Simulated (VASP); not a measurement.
Input:

```
CELL_PARAMETERS angstrom
      0.00000     2.95914     2.95914
      2.95914     0.00000     2.95914
      2.95914     2.95914     0.00000
ATOMIC_POSITIONS crystal
  Pb 0.00000 0.00000 0.00000
  F  0.25000 0.25000 0.25000
  F  0.75000 0.75000 0.75000
```

These are r2SCAN meta-GGA, VASP's PBE PAW potentials (set 64) (plane waves; VASP) values and carry that method's errors. Settings: 520 eV cut-off, 7×7×7 Γ-centred mesh, Gaussian smearing of 0.050 eV, potentials Pb_d F.

Task: Predict the energy per atom (σ→0).

Result: 
| Item | Value |
|---|---|
| energy per atom (σ→0) | -23.387 eV/atom |

Total energies compare only between runs with the same potentials, cut-off and functional.

The compound is PbF2 in the fluorite structure, the β form. It was relaxed first.
